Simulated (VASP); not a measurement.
Consider the following.

```cif
data_Dy2
_chemical_formula_sum 'Dy2'
_space_group_name_H-M_alt 'P63/mmc'
_space_group_IT_number 194
_space_group_name_Hall '-P 6c 2c'
_cell_length_a 3.55334
_cell_length_b 3.55334
_cell_length_c 5.50680
_cell_angle_alpha 90.000
_cell_angle_beta 90.000
_cell_angle_gamma 120.000
loop_
_atom_site_label
_atom_site_type_symbol
_atom_site_symmetry_multiplicity
_atom_site_Wyckoff_symbol
_atom_site_fract_x
_atom_site_fract_y
_atom_site_fract_z
_atom_site_occupancy
Dy1 Dy 2 c 0.33333 0.66667 0.25000 1
```

All values below come from PBEsol GGA, VASP's PBE PAW potentials (set 64) (plane waves; VASP). Settings: 480 eV cut-off, 12×12×6 Γ-centred mesh, first-order Methfessel-Paxton smearing of 0.10 eV, potentials Dy_3.

The 4f electrons are frozen in the core of the lanthanide potential, so 4f levels, which can set the real gap, and their magnetism are missing.

Each relaxation starts from this cell; other phases were not tried.

Problem. The cell is relaxed at 10 GPa. What happens?

Solution. The volume per atom goes from 30.11 to 25.16 Å³ (-16.4 %), and the cell becomes a = b = 3.3164 Å, c = 5.2825 Å, α = β = 90.00°, γ = 120.00°, space group P6_3/mmc.

Problem. The cell is relaxed at 30 GPa. What happens?

Solution. The volume per atom goes from 30.11 to 20.38 Å³ (-32.3 %), and the cell becomes a = 3.058 Å, b = 3.058 Å, c = 5.033 Å, α = 90.00°, β = 90.00°, γ = 120.00°, space group P6_3/mmc.

Failed runs are left out, and for metals the shear rows, which the mesh's noise covers.

The compound is Dy in the hcp structure.
